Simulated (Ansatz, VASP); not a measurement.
## RbMg6Sn in VASP and in Ansatz

File run.py:

```python
from ase.calculators.vasp import Vasp
from ase.dft.bandgap import bandgap
from ase.io import read

atoms = read('RbMg6Sn.cif')
calc = Vasp(
    directory='calc',
    xc='pbe',
    pp='PBE',
    setups='minimal',
    prec='Accurate',
    encut=500,
    ediff=1e-07,
    ismear=0,
    sigma=0.02,
    lreal=False,
    lasph=True,
    nelm=100,
    algo='Normal',
    isif=2,
    lwave=False,
    lcharg=True,
    lelf=True,
    lvhar=True,
    kpts=[5, 5, 5],
    gamma=True,
    nbands=22,
)
atoms.calc = calc

print('energy (eV):', atoms.get_potential_energy())
print('free energy (eV):', atoms.get_potential_energy(force_consistent=True))
print('forces (eV/A):')
print(atoms.get_forces())
print('stress (eV/A^3, Voigt):', atoms.get_stress())
print('Fermi level (eV):', calc.get_fermi_level())
gap, top, bottom = bandgap(calc)
print('band gap (eV):', gap, 'from (spin, k, band)', top, 'to', bottom)
```

Contents of RbMg6Sn.cif:

```cif
data_RbMg6Sn
_cell_length_a 5.22437100
_cell_length_b 7.04453386
_cell_length_c 7.04453386
_cell_angle_alpha 60.08363238
_cell_angle_beta 90.00000000
_cell_angle_gamma 90.00000000
_space_group_name_H-M_alt 'P1'
_space_group_name_Hall 'P 1'
_space_group_IT_number 1
loop_
_space_group_symop_operation_xyz
'x,y,z'
loop_
_atom_site_label
_atom_site_type_symbol
_atom_site_symmetry_multiplicity
_atom_site_Wyckoff_symbol
_atom_site_fract_x
_atom_site_fract_y
_atom_site_fract_z
_atom_site_occupancy
Sn1 Sn 1 a 0.0000000000 0.8542230000 0.8542230000 1
Rb1 Rb 1 a 0.5000000000 0.6675080000 0.6675080000 1
Mg1 Mg 1 a 0.5000000000 0.1613810000 0.1613810000 1
Mg2 Mg 1 a 0.5000000000 0.6771230000 0.1603050000 1
Mg3 Mg 1 a 0.5000000000 0.1603050000 0.6771230000 1
Mg4 Mg 1 a 0.0000000000 0.3324390000 0.3324390000 1
Mg5 Mg 1 a 0.0000000000 0.8570810000 0.2899410000 1
Mg6 Mg 1 a 0.0000000000 0.2899410000 0.8570810000 1
```

The input input.yaml:

```yaml
crystal:
  lattice:
    - [5.224371, 0.0, 0.0]
    - [0.0, 3.5267185, 6.098173]
    - [0.0, -3.5267185, 6.098173]
  atoms:
    - { symbol: Sn, position: [0.0, 0.854223, 0.854223] }
    - { symbol: Rb, position: [0.5, 0.667508, 0.667508] }
    - { symbol: Mg, position: [0.5, 0.161381, 0.161381] }
    - { symbol: Mg, position: [0.5, 0.677123, 0.160305] }
    - { symbol: Mg, position: [0.5, 0.160305, 0.677123] }
    - { symbol: Mg, position: [0.0, 0.332439, 0.332439] }
    - { symbol: Mg, position: [0.0, 0.857081, 0.289941] }
    - { symbol: Mg, position: [0.0, 0.289941, 0.857081] }
hamiltonian:
  xc: pbe
  pseudopotentials: { kind: paw }
kpoints:
  mp_grid: { grid: [5, 5, 5] }
scf:
  occupations: { method: gaussian, width: 0.02 }
output:
  forces: true
  stress: true
  eigenvalues: true
  write_density: true
  write_potential: true
  elf: true
  volumetric_format: npy
```

The cell comes from a database or a generator and needn't be the stable form of this composition.

Alike in both runs: task single point; functional PBE; k mesh 5 × 5 × 5; occupations gaussian, width 0.02 eV; no spin polarisation.

|  | VASP | Ansatz |
| --- | --- | --- |
| version | VASP 6.6.1 | Ansatz 0.2.0 |
| potentials or method | VASP PAW PBE potentials, release 64 (Sn, Rb_pv, Mg) | Ansatz PAW |
| plane-wave cutoff (eV) | 500 | 420 |
| valence electrons in the cell | 23 | 83 |

Ansatz gave:

```
gap on the k mesh at the Fermi level (eV)       : none
pressure (GPa)                                  : -0.1
largest component of the traceless stress (GPa) : 0.48
rms of the force components (eV/Å)              : 0.017
```

**Question.** Which values does VASP return?

**Answer.** gap on the k mesh at the Fermi level (eV): none; pressure (GPa): -0.1; largest component of the traceless stress (GPa): 0.48; rms of the force components (eV/Å): 0.016.

A gap of «none» marks a metal or a gap that the smearing closes. The functional is the same, so the differences come from potentials, cutoffs and numerics. The two sets of potentials don't hold the same shells in valence.
